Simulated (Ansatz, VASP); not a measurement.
**ZrSeS: VASP beside Ansatz**

Aim: how closely do two programs agree when they are given the same cell, functional and k mesh? The cell is taken from a series of runs on this material, whose earlier steps may have relaxed, scaled, displaced or heated it; both programs get it as it stands.

Program: Ansatz 0.2.0. Level of theory: plane waves, with VASP 6.6.1 beside it; single point at LDA. Results are calculated unless marked as measured.

## Step 1: The structure

The cell holds 3 atoms: 1 Zr, 1 S and 1 Se. Cell: a = 3.750 Å, b = 3.750 Å, c = 20.000 Å, α = 90.0°, β = 90.0°, γ = 120.0°. Vacuum lies along c.

Structure file:

```xyz
3
Lattice="3.7500 0.0000 0.0000 -1.8750 3.2476 0.0000 0.0000 0.0000 20.0000" Properties=species:S:1:pos:R:3
Zr    0.0000    0.0000   10.0000
S     0.0000    2.1651   11.5000
Se    1.8750    1.0825    8.4000
```

## Step 2: VASP: single point, LDA

With cell and atoms fixed, the geometry can't cause a difference; cores, projectors, grids and the points listed under the comparison can.

Lines of VASP's logs that name or quote its potential files are left out, and so is its time.

INCAR reads:

```
SYSTEM = ZrSeS
PREC = Accurate
ENCUT = 400
EDIFF = 1E-06
NELM = 120
ISMEAR = 0
SIGMA = 0.1
LREAL = .FALSE.
ALGO = Normal
GGA = PW92
NBANDS = 18
LASPH = .TRUE.
LORBIT = 11
LWAVE = .FALSE.
LCHARG = .FALSE.
ISIF = 2
LDIPOL = .TRUE.
IDIPOL = 3
DIPOL = 0.5 0.5 0.498
LVHAR = .TRUE.
GGA_COMPAT = .FALSE.
EFERMI = MIDGAP
NELMDL = -8
```

POSCAR reads:

```
ZrSeS
1.0
    3.7500000000      0.0000000000      0.0000000000
   -1.8750000000      3.2476000000      0.0000000000
    0.0000000000      0.0000000000     20.0000000000
Zr S Se
1 1 1
Direct
    0.0000000000      0.0000000000      0.5000000000
    0.3333333333      0.6666666667      0.5750000000
    0.6666666667      0.3333333333      0.4200000000
```

KPOINTS reads:

```
Automatic mesh
0
Gamma
6 6 1
0 0 0
```

The projector-augmented-wave data sets are Zr_sv, S and Se (LDA family, release 64).

Started as:

```
$ mpirun -np 1 vasp_std
```

Numbers of over 12 decimals in the logs are rounded to 6 here.

Output:

```text
[banner, memory and clock lines left out]
running    1 mpi-ranks, on    1 nodes
 distrk:  each k-point on    1 cores,    1 groups
 distr:  one band on    1 cores,    1 groups

 POSCAR found type information on POSCAR ZrS Se
 POSCAR found :  3 types and       3 ions
|                                                                             |
|               ----> ADVICE to this user running VASP <----                  |
|                                                                             |
|     You enforced a specific xc type in the INCAR file but a different       |
|     [... a line on the potential file left out ...]
|     I HOPE YOU KNOW WHAT YOU ARE DOING!                                     |
|                                                                             |

 LDA part: xc-table for (Slater(with rela. corr.)+PW92), standard interpolation
 POSCAR, INCAR and KPOINTS ok, starting setup
 FFT: planning ... GRIDC
 FFT: planning ... GRID_SOFT
 FFT: planning ... GRID
 WAVECAR not read
 entering main loop
       N       E                     dE             d eps       ncg     rms          rms(c)
DAV:   1     0.142678216109E+03    0.14268E+03   -0.97430E+03   308   0.841E+02
DAV:   2    -0.807296727874E+01   -0.15075E+03   -0.14714E+03   336   0.213E+02
DAV:   3    -0.238339440668E+02   -0.15761E+02   -0.15716E+02   434   0.615E+01
DAV:   4    -0.242052624953E+02   -0.37132E+00   -0.37059E+00   360   0.953E+00
DAV:   5    -0.242374239264E+02   -0.32161E-01   -0.32142E-01   382   0.185E+00
DAV:   6    -0.242379951900E+02   -0.57126E-03   -0.57116E-03   376   0.289E-01
DAV:   7    -0.242380103037E+02   -0.15114E-04   -0.15113E-04   376   0.402E-02
DAV:   8    -0.242380105410E+02   -0.23729E-06   -0.23742E-06   368   0.633E-03    0.135E+01
DAV:   9    -0.222931243346E+02    0.19449E+01   -0.67065E+00   282   0.140E+01    0.607E+00
DAV:  10    -0.222021745335E+02    0.90950E-01   -0.61632E-01   340   0.421E+00    0.254E+00
DAV:  11    -0.221899479762E+02    0.12227E-01   -0.86315E-02   328   0.162E+00    0.517E-01
DAV:  12    -0.221885728993E+02    0.13751E-02   -0.68487E-03   334   0.596E-01    0.320E-01
DAV:  13    -0.221881315027E+02    0.44140E-03   -0.16837E-03   336   0.292E-01    0.166E-01
DAV:  14    -0.221882357063E+02   -0.10420E-03   -0.14427E-04   326   0.811E-02    0.440E-02
[...]
DAV:  19    -0.221890625573E+02   -0.47460E-04   -0.11432E-06   262   0.448E-03    0.760E-03
DAV:  20    -0.221891276361E+02   -0.65079E-04   -0.46339E-06   286   0.740E-03    0.190E-03
DAV:  21    -0.221891415501E+02   -0.13914E-04   -0.80648E-07   262   0.286E-03    0.194E-03
DAV:  22    -0.221891488788E+02   -0.73287E-05   -0.75864E-07   254   0.246E-03    0.108E-03
DAV:  23    -0.221891522546E+02   -0.33758E-05   -0.89080E-08   224   0.112E-03    0.635E-04
DAV:  24    -0.221891617198E+02   -0.94652E-05   -0.59247E-07   230   0.193E-03    0.485E-04
DAV:  25    -0.221891629925E+02   -0.12727E-05   -0.38725E-08   232   0.700E-04    0.191E-04
DAV:  26    -0.221891638957E+02   -0.90317E-06   -0.25033E-08   216   0.481E-04
   1 F= -.22189164E+02 E0= -.22189164E+02  d E =-.517792E-06
```

From OUTCAR (step 2):

```text
ion  position               nearest neighbor table
   1  0.000  0.000  0.500-   2 2.63   2 2.63   2 2.63   3 2.69   3 2.69   3 2.69
   2  0.333  0.667  0.575-   1 2.63   1 2.63   1 2.63
   3  0.667  0.333  0.420-   1 2.69   1 2.69   1 2.69

  LATTYP: Found a hexagonal cell.
 ALAT       =     3.7500000000
 C/A-ratio  =     5.3333333333

 Subroutine GETGRP returns: Found  6 space group operations
 (whereof  6 operations were pure point group operations)

The static configuration has the point symmetry C_3v.

 Found      7 irreducible k-points:

   k-points           NKPTS =      7   k-points in BZ     NKDIM =      7   number of bands    NBANDS=     18

   dimension x,y,z NGX =    24 NGY =   24 NGZ =  140
   dimension x,y,z NGXF=    48 NGYF=   48 NGZF=  280

   ENCUT  =  400.0 eV  29.40 Ry    5.42 a.u.   6.12  6.12 32.61*2*pi/ulx,y,z

   NELECT =      24.0000    total number of electrons

 k-points in reciprocal lattice and weights: Automatic mesh
   0.00000000  0.00000000  0.00000000       0.028
   0.16666667  0.00000000  0.00000000       0.167
   0.33333333  0.00000000  0.00000000       0.167
   0.50000000  0.00000000  0.00000000       0.083
   0.16666667  0.16666667  0.00000000       0.167
   0.33333333  0.16666667  0.00000000       0.333
   0.33333333  0.33333333  0.00000000       0.056

 dipolmoment           0.000000      0.000000      0.022658 electrons x Angstroem

 average (electrostatic) potential at core
       1 -87.0354       2 -94.0819       3 -66.4682

 E-fermi :  -2.7389

 k-point     1 :       0.0000    0.0000    0.0000
  band No.  band energies     occupation
    ...
      8      -5.5292      2.00000
      9      -5.5292      2.00000
     10      -4.0974      2.00000
     11      -3.0457      1.99999
     12      -3.0457      1.99999
     13      -1.7977      0.00000
     14      -1.7977      0.00000
     15      -1.1647      0.00000
     16       1.5592      0.00000
     17       1.5592      0.00000
    ...

 k-point     2 :       0.1667    0.0000    0.0000
  band No.  band energies     occupation
    ...
      8      -6.0219      2.00000
      9      -5.4096      2.00000
     10      -4.5602      2.00000
     11      -3.6850      2.00000
     12      -3.6554      2.00000
     13      -1.8377      0.00000
     14      -1.0879      0.00000
     15      -0.7202      0.00000
     16       0.7588      0.00000
     17       1.4595      0.00000
    ...

 k-point     3 :       0.3333    0.0000    0.0000
  band No.  band energies     occupation
    ...
      8      -6.1570      2.00000
      9      -5.5839      2.00000
     10      -5.3501      2.00000
     11      -4.0815      2.00000
     12      -4.0376      2.00000
     13      -2.2507      0.00000
     14      -0.4648      0.00000
     15      -0.2038      0.00000
     16       1.4184      0.00000
     17       1.6538      0.00000
    ...

  Total       -2.9817243     -2.9817330     -2.7477334      0.0000000      0.0000000     -0.0000000
  in kB      -19.6134626    -19.6135198    -18.0742956      0.0000000      0.0000000     -0.0000000
  external PRESSURE =     -19.1004260 kB  Pullay stress =       0.0000000 kB

  energy-cutoff  :      400.00
  volume of cell :      243.57
      direct lattice vectors                 reciprocal lattice vectors
     3.750000000  0.000000000  0.000000000     0.266666667  0.153959847  0.000000000
    -1.875000000  3.247600000  0.000000000     0.000000000  0.307919695  0.000000000
     0.000000000  0.000000000 20.000000000     0.000000000  0.000000000  0.050000000

 POSITION                                       TOTAL-FORCE (eV/Angst)
 -----------------------------------------------------------------------------------
      0.00000      0.00000     10.00000        -0.000000     -0.000000      0.952469
     -0.00000      2.16507     11.50000         0.000000      0.000000     -1.364913
      1.87500      1.08253      8.40000         0.000000     -0.000000      0.412444
 -----------------------------------------------------------------------------------
    total drift:                                0.000000     -0.000012     -0.000037

  FREE ENERGIE OF THE ION-ELECTRON SYSTEM (eV)
  ---------------------------------------------------
  free  energy   TOTEN  =       -22.1891638957 eV

  energy  without entropy=      -22.1891633779  energy(sigma->0) =      -22.18916364

 vacuum level on the upper side and lower side of the slab         3.303         2.966

 total charge
# of ion       s       p       d       tot
------------------------------------------
    1        2.169   6.008   1.429   9.607
    2        1.344   2.359   0.000   3.703
    3        1.466   2.400   0.027   3.893
--------------------------------------------------
tot          4.980  10.766   1.456  17.202

[... 3 further parts left out ...]
```

The run ends at a pressure of -1.91 GPa, with forces up to 1.4 eV/Å.

## Step 3: Ansatz: single point, LDA

Ansatz runs on its default PAW (the set named soft_2) files.

The same cell, functional (in two slightly different forms), mesh and smearing now go to Ansatz, which takes its cutoff from its data sets.

input.yaml reads:

```yaml
crystal:
  lattice:
    - [3.75, 0.0, 0.0]
    - [-1.875, 3.2476, 0.0]
    - [0.0, 0.0, 20.0]
  atoms:
    - { symbol: Zr, position: [0.0, 0.0, 0.5] }
    - { symbol: S, position: [0.333333, 0.666667, 0.575] }
    - { symbol: Se, position: [0.666667, 0.333333, 0.42] }
  periodic: [true, true, false]
kpoints:
  mp_grid: { grid: [6, 6, 1] }
hamiltonian:
  xc: lda
scf:
  occupations: { method: gaussian, width: 0.1 }
output:
  forces: true
  stress: true
  eigenvalues: true
```

Started as:

```
$ ansatz run input.yaml --threads 8 --pin off --max-ram 14336MiB --backend cpu --events-out ev --progress --plain --runs-dir out
```

Output:

```text
Warning: crystal.periodic: the lattice vector that does not repeat stood 0.000° off the slab's normal, 20.000 Å along it as the deck builds it. The run solves the slab on a vector along the normal, 30.000 Å long, with every atom where it was (on the deck's vector they left 16.90 Å outside them, and the widest stretch free of ions among them is 1.60 Å). A fractional position that the run reports is one of the run's ce [...]
Warning: the atoms were moved onto the symmetric positions of the space group found under crystal.symmetry.tolerance 1.0e-5 (fractional; no operation is sought that the atoms, as they stand in a round, miss by more than twice it, and no atom is moved by as much as it), and the run uses the moved positions. Before a round's move an operation carried an atom to 3.75e-6 Å from where it should land, the largest such dist [...]
crystal.periodic: the lattice vector that does not repeat stood 0.000° off the slab's normal, 20.000 Å along it as the deck builds it. The run solves the slab on a vector along the normal, 30.000 Å long, with every atom where it was (on the deck's vector they left 16.90 Å outside them, and the widest stretch free of ions among them is 1.60 Å). A fractional position that the run reports is one of the run's cell, which [...]
Engine: ansatz 0.2.0, aarch64-unknown-linux-gnu
Pseudopotentials: kind: paw
Pseudopotential: Zr, paw, valence charge 12, recommended cutoff 420 eV (normal), Zr.paw.azcp
Pseudopotential: S, paw, valence charge 6, recommended cutoff 420 eV (normal), S.paw.azcp
Pseudopotential: Se, paw, valence charge 16, recommended cutoff 420 eV (normal), Se.paw.azcp
Functional definition: SPW92
  exchange = slater_x
  correlation = pw_c
Crystal: 3 atoms, lattice volume = 365.355 Å³
Basis set: ecut = 420 eV, 7157 PW (Γ)
Bands: 21, of which v1, the nominal top of the filled ones, is band 17 counted from 1 (16 counted from 0)
Symmetry: 6 space group operations
Space group: P3m1 (ITA 156), of the structure as read, at distance tolerance 7.1e-5 Å
k-points: 7 of 36 (time reversal used)
Non-local potential: Zr, projectors of the file, l = 0: 3, l = 1: 2, l = 2: 2, l = 3: 2
Non-local potential: S, projectors of the file, l = 0: 2, l = 1: 2, l = 2: 2
Non-local potential: Se, projectors of the file, l = 0: 2, l = 1: 2, l = 2: 3, l = 3: 1
PAW form: soft (Blöchl's): semilocal exchange-correlation on the pseudo side does not see the compensation charge
PAW frozen core: Zr, regenerated for the run's functional, and the local potential with it (the file was generated under x = pbe(κ = 0.804, μ = 0.219515), c = pbe(β = 0.066725))
PAW frozen core: S, regenerated for the run's functional, and the local potential with it (the file was generated under x = pbe(κ = 0.804, μ = 0.219515), c = pbe(β = 0.066725))
PAW frozen core: Se, regenerated for the run's functional, and the local potential with it (the file was generated under x = pbe(κ = 0.804, μ = 0.219515), c = pbe(β = 0.066725))
PAW one-centre angular grid: Zr, 590 points (default); XC on 64 Gauss nodes
PAW one-centre angular grid: S, 110 points (default); XC on 64 Gauss nodes
PAW one-centre angular grid: Se, 590 points (default); XC on 64 Gauss nodes
Initial density: superposition of atomic densities (neutral atoms: chi_scale 0, normalization atom), corrected by the library's trained network
Initial wavefunctions: pseudopotential atomic-orbital guess
Functional: x = slater, c = lda
SCF iter   1: F=—  HF=-10334.332057 eV  |F-HF|=—  |Δ(HF+E_count)|=         —  Δρ=2.77e-3  dr2=8.33e-2  ethr=1.77e-3  ⟨swp⟩=10.7  Hψ=1037  notcnv=0
preconditioner: auto → none  [insulator: Δε(μ)=0.594 eV  Ē_g=7.273 eV  σ=0.100 eV  W_gap=1.00  n_scr=16 (ndim 8)  ℏωp=7.8 eV  f_vac=0.773  D(μ)=0.00/eV (n_scr^D=0)  ε∞_Penn≈2.1]
SCF iter   2: F=—  HF=-10334.415223 eV  |F-HF|=—  |Δ(HF+E_count)|=   8.32e-2  Δρ=4.56e-3  dr2=8.70e-1  ethr=2.45e-4  ⟨swp⟩=4.0  Hψ=339  notcnv=0  recentre
SCF iter   3: F=—  HF=-10334.323667 eV  |F-HF|=—  |Δ(HF+E_count)|=   9.16e-2  Δρ=1.67e-3  dr2=1.87e-2  ethr=2.45e-4  ⟨swp⟩=3.1  Hψ=273  notcnv=0
SCF iter   4: F=—  HF=-10334.322290 eV  |F-HF|=—  |Δ(HF+E_count)|=   1.38e-3  Δρ=8.91e-4  dr2=1.71e-3  ethr=5.51e-5  ⟨swp⟩=1.9  Hψ=217  notcnv=0
SCF iter   5: F=—  HF=-10334.322643 eV  |F-HF|=—  |Δ(HF+E_count)|=   3.53e-4  Δρ=1.99e-4  dr2=1.78e-4  ethr=5.03e-6  ⟨swp⟩=3.1  Hψ=288  notcnv=0
SCF iter   6: F=—  HF=-10334.322683 eV  |F-HF|=—  |Δ(HF+E_count)|=   3.96e-5  Δρ=6.09e-5  dr2=3.11e-5  ethr=5.24e-7  ⟨swp⟩=3.9  Hψ=309  notcnv=0
SCF iter   7: F=—  HF=-10334.322771 eV  |F-HF|=—  |Δ(HF+E_count)|=   8.83e-5  Δρ=1.41e-5  dr2=8.74e-7  ethr=9.15e-8  ⟨swp⟩=2.3  Hψ=207  notcnv=0
SCF iter   8: F=—  HF=-10334.322772 eV  |F-HF|=—  |Δ(HF+E_count)|=   5.30e-7  Δρ=6.59e-6  dr2=2.94e-7  ethr=2.57e-9  ⟨swp⟩=3.0  Hψ=268  notcnv=0
SCF iter   9: F=-10334.322772 eV  HF=-10334.322772 eV  |F-HF|=1.86e-9  |Δ(HF+E_count)|=   3.89e-8  Δρ=1.35e-6  dr2=5.17e-9  ethr=2.94e-10  ⟨swp⟩=10.4  Hψ=819  notcnv=0
SCF 1 converged in 9 iterations: F = -10334.322772 eV  dr2 = 5.17e-9
  greatest PAW one-centre occupation: 1.000 electrons in one spin orbital (limit 2), on the Se atom at site 2 (counted from 0), in its partial waves of l = 2
SCF converged after 9 iterations
Free energy (F): -10334.322772 eV
Harris-Foulkes:  -10334.322772 eV  (|F-HF|=1.86e-9)
Internal energy: -10334.322771 eV  (E = F + TS)
E sigma→0 (E₀):  -10334.322771 eV
Entropy (-TS):   -0.000000 eV (-0.000 meV/atom)
Fermi energy:    -5.874208 eV
--- Per-component energies (eV) ---
  E_band       = -1014.385218
  E_kinetic    = 556.381360
  E_local      = -55278.376878  (includes V_loc(G=0)·N_el)
  E_nonlocal   = -478.078641
  E_hartree    = 27217.703583
  E_xc         = -359.564901
  E_vxc        = -375.802396  (∫ρ·V_xc dr)
  E_paw        = -5243.771005  (= ΣΔE_a)
  E_vpaw       = 126.080096  (= ΣTr[D̂ρ^β])
  E_aug_tail   = -0.000579  (compensation charges beyond the density's cutoff)
  E_ewald      = 23248.643327
  E_core_change = 2.740961  (= ΣΔE_core)
  E_smearing   = -0.000000  (= −TS)
  E_closure    = 0.000000  (closes the sum)
  Σ components = -10334.322772   (vs F -10334.322772, Δ=0.00e0)
--- Forces (eV/Å), atoms counted from 1 ---
  atom   1  Zr     0.00000000    -0.00000000     0.93691267
  atom   2  S      0.00000000    -0.00000000    -1.37591866
  atom   3  Se     0.00000000     0.00000000     0.43810705
  max |Σ_I F_I| component: 8.99e-4 eV/Å
--- 2D stress c σ (N/m, compression-positive) ---
       -3.945126       0.000000       0.000000
        0.000000      -3.945126       0.000000
        0.000000       0.000000       0.000000
  P = ½ c Tr σ = -3.9451 N/m
--- Band table (eV; the first three rows and the last of 7) ---
  k-point 0: bands = [... 13 lower, -8.6633, -7.2342, -6.1835, -6.1835, -4.9289, -4.9289, -4.2989, -1.5797]
  k-point 1: bands = [... 13 lower, -8.5440, -7.6979, -6.8229, -6.7916, -4.9711, -4.2210, -3.8533, -2.3811]
  k-point 2: bands = [... 13 lower, -8.7191, -8.4846, -7.2190, -7.1748, -5.3840, -3.5974, -3.3373, -1.7222]
  k-point 6: bands = [... 13 lower, -9.4536, -8.1812, -8.1401, -8.0085, -4.1905, -3.6784, -3.5588, -1.6699]
```

## Step 4: Comparison

Known differences besides the potentials themselves: Ansatz cuts the interaction across the vacuum, VASP repeats the sheet with a dipole correction; the data sets hold 34 valence electrons in Ansatz (on its default PAW (the set named soft_2) files) and 24 in VASP; the cutoff is 420 eV in Ansatz and 400 eV in VASP; VASP's log shows a relativistic correction to its local exchange, Ansatz's none. Total energies have different zeros and are not compared.

The two programs side by side:

```csv
quantity,Ansatz,VASP,difference
gap on the k mesh (eV),0.625,0.620,+0.005
```

Forces (eV/Å; atoms numbered as in POSCAR):

```csv
atom,"Ansatz x, y, z","VASP x, y, z"
Zr1,"0.000, 0.000, 0.937","0.000, 0.000, 0.952"
S2,"0.000, 0.000, -1.376","0.000, 0.000, -1.365"
Se3,"0.000, 0.000, 0.438","0.000, 0.000, 0.412"
```

The forces differ by 11 meV/Å r.m.s., which is 1.9 % of the r.m.s. force of 0.572 eV/Å (both taken over all components). A gap on the mesh is an upper bound, since the band edges may lie between its points. With vacuum in the cell, a pressure given here is an average over mostly empty space and none of the material.

## Step 5: What came out

* r.m.s. force difference (single point, LDA): 1.9 % of the r.m.s. force

In words: The r.m.s. force difference is 1.9 % of the r.m.s. force (single point, LDA), within the 3 % picked in this series as the mark of a large difference. The data sets hold unlike numbers of valence electrons (34 in Ansatz and 24 in VASP), so part of the differences comes from the potentials. Such differences can come from data sets, numerical settings and the points named under the comparisons, not from the functional's error against experiment.

[Lines on the potential files, build, host, timing and source positions are cut from VASP's logs without a mark.]

[Logs are printed without paths, hosts, clocks, repeated set-up lines and the standing remarks that a program may print on its own settings, such as how far it seeks lower states.]

[Hosts, paths, dates, database ids (printed as entryN), source tags and the programs' standing remarks are cut or masked in the printed files.]
